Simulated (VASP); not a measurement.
Given:

```xyz
2
Lattice="0.0000 2.7967 2.7967 2.7967 0.0000 2.7967 2.7967 2.7967 0.0000" Properties=species:S:1:pos:R:3 pbc="T T T"
Ga     0.0000     0.0000     0.0000
Sb     1.3984     1.3984     1.3984
```

Level of theory: PBE GGA, VASP's PBE PAW potentials (set 64) (plane waves; VASP). Numerical set-up: 500 eV cut-off, 8×8×8 Γ-centred mesh, Gaussian smearing of 0.050 eV, potentials Ga_d Sb.

Estimate the energy per atom (σ→0), pressure.

* **energy per atom (σ→0)**: -3.118 eV/atom
* **pressure**: 29.89 GPa

The compound is GaSb in the zinc blende structure. It was relaxed first under an external pressure of 30 GPa.
